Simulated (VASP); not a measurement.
Energy against volume of LiH (rock salt). These are rev-vdW-DF2, VASP's PBE PAW potentials (set 64) (plane waves; VASP) values and carry that method's errors. Run with 520 eV cut-off, 11×11×11 Γ-centred mesh, Gaussian smearing of 0.050 eV, potentials Li_sv H.

| V (Å³/atom) | E (eV/atom) |
|---|---|
| 7.771 | -2.71981 |
| 8.012 | -2.72102 |
| 8.252 | -2.72059 |
| 8.492 | -2.71871 |

Question: Fit these four points and predict the energy of the run at 7.531 Å³/atom.

Answer: A cubic in V^(−2/3), the third-order Birch-Murnaghan form, passes through the four points with V0 = 8.06 Å³/atom and B0 = 36 GPa, and gives -2.7168 eV/atom there. The run gave -2.7167 eV/atom, +0.0 meV/atom from the fit; all five points give B0 = 36 GPa.

The compound is LiH in the rock salt structure. It was relaxed first, which changed the volume by -5 %.
